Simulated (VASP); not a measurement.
Consider the following.

```xyz
2
Lattice="2.7995 0.0000 0.0000 0.0000 2.7995 0.0000 0.0000 0.0000 4.0258" Properties=species:S:1:pos:R:3 pbc="T T T"
Ti     0.0000     0.0000     0.0000
Al     1.3997     1.3997     2.0129
```

The numbers are results of AM05 GGA, VASP's PBE PAW potentials (set 64) (plane waves; VASP), not measurements. Numerical set-up: 520 eV cut-off, 13×13×9 Γ-centred mesh, first-order Methfessel-Paxton smearing of 0.10 eV, potentials Ti_sv Al.

### Question
What does the run give for the energy per atom (σ→0), band gap (on the k-mesh) with the smallest direct gap where there is one?

### Answer

The band gap (on the k-mesh) is none (metal, semimetal or under 0.01 eV) and the energy per atom (σ→0) comes out as -624.6 kJ/mol-atom.

The absolute energy has meaning only against runs of the same code, potentials and settings.

The compound is TiAl in the L1_0 structure. It was relaxed first. The electron count is odd and the run is not spin-polarised, which forces a metal.
